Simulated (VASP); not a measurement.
Output of a VASP run:

OSZICAR:
```
       N       E                     dE             d eps       ncg     rms          rms(c)
DAV:   1     0.441200132037E-01    0.44120E-01   -0.36021E+03   904   0.737E+02
DAV:   2    -0.174814003255E+02   -0.17526E+02   -0.16405E+02  1344   0.902E+01
DAV:   3    -0.177494192721E+02   -0.26802E+00   -0.26802E+00  1048   0.141E+01
DAV:   4    -0.177501559595E+02   -0.73669E-03   -0.73669E-03  1392   0.746E-01
DAV:   5    -0.177501564743E+02   -0.51482E-06   -0.51482E-06  1040   0.143E-02    0.892E+00
DAV:   6    -0.160041754568E+02    0.17460E+01   -0.70051E+00   984   0.149E+01    0.403E+00
DAV:   7    -0.159271749158E+02    0.77001E-01   -0.36795E-01  1384   0.416E+00    0.181E+00
DAV:   8    -0.159129110385E+02    0.14264E-01   -0.19779E-02   920   0.120E+00    0.150E-01
DAV:   9    -0.159128917435E+02    0.19295E-04   -0.73544E-04  1440   0.214E-01    0.104E-01
DAV:  10    -0.159129289220E+02   -0.37178E-04   -0.79989E-05  1056   0.710E-02    0.211E-02
DAV:  11    -0.159129287940E+02    0.12796E-06   -0.11634E-05  1264   0.212E-02    0.375E-03
DAV:  12    -0.159129289697E+02   -0.17571E-06   -0.51966E-07   528   0.552E-03
   1 F= -.15912929E+02 E0= -.15912929E+02  d E =-.150726E-12
```

**OUTCAR**
```
------------------------ aborting loop because EDIFF is reached ----------------------------------------
  FORCE on cell =-STRESS in cart. coord.  units (eV):
  Direction    XX          YY          ZZ          XY          YZ          ZX
  --------------------------------------------------------------------------------------
  Total        0.4376777      0.4376777      0.4376777     -0.0000000      0.0000000     -0.0000000
  in kB       34.5604411     34.5604411     34.5604411     -0.0000000      0.0000000     -0.0000000
  external PRESSURE =      34.5604411 kB  Pullay stress =       0.0000000 kB
  volume of cell :       20.29
      direct lattice vectors                 reciprocal lattice vectors
     0.000000000  2.164804000  2.164804000    -0.230967792  0.230967792  0.230967792
     2.164804000  0.000000000  2.164804000     0.230967792 -0.230967792  0.230967792
     2.164804000  2.164804000  0.000000000     0.230967792  0.230967792 -0.230967792
  FREE ENERGIE OF THE ION-ELECTRON SYSTEM (eV)
  ---------------------------------------------------
  free  energy   TOTEN  =       -15.9129289697 eV

  energy  without entropy=      -15.9129289697  energy(sigma->0) =      -15.91292897
```
(Selected blocks of OUTCAR.)

**POSCAR**
```
SiC
1
    0.0000000000     2.1648040000     2.1648040000
    2.1648040000     0.0000000000     2.1648040000
    2.1648040000     2.1648040000     0.0000000000
Si C
1 1
Direct
  0.2500000000   0.2500000000   0.2500000000
  0.0000000000   0.0000000000   0.0000000000
```

**Question.** Reconstruct the remaining input files.

**Answer.** Several could match; the one computed here: the input of the run itself, PBEsol GGA, plane waves, VASP's PBE PAW potentials (set 64).

### KPOINTS
```
Automatic
0
Gamma
 11 11 11
```

### INCAR
```
NELM=100   # most electronic steps
LASPH=.True.   # aspherical one-centre terms
LCHARG=.False.
SYSTEM=SiC
PREC=Accurate
SIGMA=0.05
ALGO=Normal   # blocked Davidson
LREAL=.False.   # projection in real space or not
ISMEAR=0   # Gaussian
LWAVE=.False.
GGA=PS   # PBEsol
ISIF=2
ENCUT=400
EDIFF=1E-6   # SCF stop (eV)
```

POTCAR, in this order: Si C (PBE.64 set). Program: vasp_std.

At this cut-off the stress carries a Pulay error, which pulls relaxed volumes low.

The structure comes from a computed database's SiC entry; how it stands against other phases isn't given here. The cell was not relaxed at this level.
